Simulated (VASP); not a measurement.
The input files of a VASP run:

**INCAR**
```
ALGO = Normal
EDIFF = 1E-7
ENCUT = 520
GGA = PE
ISIF = 2
ISMEAR = -5
IVDW = 12
LASPH = .TRUE.
LCHARG = .TRUE.
LORBIT = 11
LREAL = .FALSE.
LWAVE = .FALSE.
NEDOS = 601
NELM = 100
PREC = Accurate
SYSTEM = NaCl
```

File KPOINTS:
```
Automatic mesh
0
Gamma
9 9 9
0 0 0
```

POSCAR:
```
NaCl
1
    0.0000000000     2.7888908534     2.7888908534
    2.7888908534     0.0000000000     2.7888908534
    2.7888908534     2.7888908534     0.0000000000
Na Cl
1 1
Direct
  0.0000000000   0.0000000000   0.0000000000
  0.5000000000   0.5000000000   0.5000000000
```

POTCAR, in this order: Na_pv Cl (PBE.64 set). Program: vasp_std.

### Question
Write an equivalent input for Quantum ESPRESSO's pw.x.

### Answer
One equivalent input (not run):
```
&CONTROL
  calculation = 'scf'
  pseudo_dir = './pseudo'
  outdir = './out'
  tprnfor = .true.
  tstress = .true.
/
&SYSTEM
  ibrav = 0
  nat = 2
  ntyp = 2
  ecutwfc = 88
  occupations = 'tetrahedra'
  input_dft = 'pbe'
  vdw_corr = 'grimme-d3'
  dftd3_version = 4
  dftd3_threebody = .false.
/
&ELECTRONS
  conv_thr = 7.3e-09
  electron_maxstep = 100
/
ATOMIC_SPECIES
  Na 22.990 Na.upf
  Cl 35.450 Cl.upf
CELL_PARAMETERS angstrom
     0.0000000    2.7888909    2.7888909
     2.7888909    0.0000000    2.7888909
     2.7888909    2.7888909    0.0000000
ATOMIC_POSITIONS crystal
  Na   0.0000000  0.0000000  0.0000000
  Cl   0.5000000  0.5000000  0.5000000
K_POINTS automatic
  9 9 9 0 0 0
```
Limits of the translation: the potentials are each code's own (VASP's PAW set, PseudoDojo norm-conserving files in pw.x), so ENCUT and ecutwfc are chosen apart and not converted; conv_thr bounds pw.x's estimated SCF error, while EDIFF bounds the energy change between steps.

The compound is NaCl in the rock salt structure. It was relaxed first.
